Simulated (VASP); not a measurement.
Computed with PBE GGA, VASP's PBE PAW potentials (set 64) (plane waves; VASP).

Input for VASP

File POSCAR:
```
GaAs
1
    0.0000000000     2.8815000000     2.8815000000
    2.8815000000     0.0000000000     2.8815000000
    2.8815000000     2.8815000000     0.0000000000
Ga As
1 1
Direct
  0.0000000000   0.0000000000   0.0000000000
  0.2500000000   0.2500000000   0.2500000000
```

INCAR:
```
! general
SYSTEM  = GaAs
PREC    = Accurate
ENCUT   = 775
LREAL   = F
LASPH   = T

! electronic loop
EDIFF   = 1E-6
NELM    = 100
ALGO    = Normal
LMAXMIX = 4

! smearing
ISMEAR  = 0
SIGMA   = 0.05

! functional
GGA     = PE

! ions
ISIF    = 2

! output
LWAVE   = F
LCHARG  = F
```

File KPOINTS:
```
Automatic
0
Gamma
  7 7 7
0 0 0
```

POTCAR, in this order: Ga_d As (PBE.64 set). Program: vasp_std.

The run wrote:

OSZICAR:
```
       N       E                     dE             d eps       ncg     rms          rms(c)
DAV:   1     0.937462222049E+02    0.93746E+02   -0.11245E+04   528   0.235E+03
DAV:   2    -0.265694547631E+00   -0.94012E+02   -0.90580E+02   550   0.390E+02
DAV:   3    -0.826050432863E+01   -0.79948E+01   -0.78739E+01   670   0.863E+01
DAV:   4    -0.841293170082E+01   -0.15243E+00   -0.15236E+00   583   0.129E+01
DAV:   5    -0.841548763419E+01   -0.25559E-02   -0.25558E-02   633   0.155E+00    0.275E+00
DAV:   6    -0.827954703523E+01    0.13594E+00   -0.25859E-01   806   0.925E+00    0.164E+00
DAV:   7    -0.826342466632E+01    0.16122E-01   -0.66716E-02   656   0.202E+00    0.557E-01
DAV:   8    -0.826427833529E+01   -0.85367E-03   -0.10152E-02   605   0.141E+00    0.900E-02
DAV:   9    -0.826469046955E+01   -0.41213E-03   -0.10778E-03   647   0.487E-01    0.563E-02
DAV:  10    -0.826475669140E+01   -0.66222E-04   -0.78610E-05   667   0.936E-02    0.301E-02
DAV:  11    -0.826481372051E+01   -0.57029E-04   -0.90441E-05   550   0.807E-02    0.412E-03
DAV:  12    -0.826481408815E+01   -0.36763E-06   -0.15092E-06   507   0.196E-02
   1 F= -.82648141E+01 E0= -.82647585E+01  d E =-.111258E-03
```

File OUTCAR:
```
------------------------ aborting loop because EDIFF is reached ----------------------------------------
  FORCE on cell =-STRESS in cart. coord.  units (eV):
  Direction    XX          YY          ZZ          XY          YZ          ZX
  --------------------------------------------------------------------------------------
  Total       -0.1248196     -0.1248196     -0.1248196     -0.0000000      0.0000000     -0.0000000
  in kB       -4.1793387     -4.1793387     -4.1793387     -0.0000000      0.0000000     -0.0000000
  external PRESSURE =      -4.1793387 kB  Pullay stress =       0.0000000 kB
  volume of cell :       47.85
      direct lattice vectors                 reciprocal lattice vectors
     0.000000000  2.881500000  2.881500000    -0.173520736  0.173520736  0.173520736
     2.881500000  0.000000000  2.881500000     0.173520736 -0.173520736  0.173520736
     2.881500000  2.881500000  0.000000000     0.173520736  0.173520736 -0.173520736
  FREE ENERGIE OF THE ION-ELECTRON SYSTEM (eV)
  ---------------------------------------------------
  free  energy   TOTEN  =        -8.2648140881 eV

  energy  without entropy=       -8.2647028297  energy(sigma->0) =       -8.26475846
```
(Selected blocks of OUTCAR.)

### OUTCAR
```
 val. band max:        3.4123953106   @ k =   0.0000   0.0000   0.0000

 cond. band min:       3.5074787547   @ k =   0.0000   0.0000   0.0000


 Fermi energy:         3.4706723536

 k-point     1 :       0.0000    0.0000    0.0000
  band No.  band energies     occupation
      1     -11.3077      2.00000
      2     -11.3077      2.00000
      3     -11.3077      2.00000
      4     -11.2418      2.00000
      5     -11.2418      2.00000
      6      -8.9160      2.00000
      7       3.4124      1.90072
      8       3.4124      1.90071
      9       3.4124      1.90071
     10       3.5075      0.29786
     11       7.1218      0.00000
     12       7.1218      0.00000
     13       7.1218      0.00000

 k-point     2 :       0.1429    0.0000    0.0000
  band No.  band energies     occupation
      1     -11.3206      2.00000
      2     -11.3040      2.00000
      3     -11.3040      2.00000
      4     -11.2419      2.00000
      5     -11.2419      2.00000
      6      -8.6984      2.00000
      7       1.1083      2.00000
      8       3.1414      2.00000
      9       3.1414      2.00000
     10       4.7863      0.00000
     11       7.5247      0.00000
     12       7.5247      0.00000
     13       7.6589      0.00000

 k-point     3 :       0.2857    0.0000    0.0000
  band No.  band energies     occupation
      1     -11.3473      2.00000
      2     -11.2967      2.00000
      3     -11.2967      2.00000
      4     -11.2411      2.00000
      5     -11.2411      2.00000
      6      -8.1097      2.00000
      7      -1.1450      2.00000
      8       2.6800      2.00000
      9       2.6800      2.00000
     10       4.5816      0.00000
     11       8.0167      0.00000
     12       8.0167      0.00000
     13       9.6533      0.00000

 k-point     4 :       0.4286    0.0000    0.0000
  band No.  band energies     occupation
      1     -11.3670      2.00000
      2     -11.2923      2.00000
      3     -11.2923      2.00000
...
```

The compound is GaAs in the zinc blende structure. The cell was not relaxed at this level. The run is one of a series of settings (ENCUT = 775 against the base run), some of them coarse on purpose.
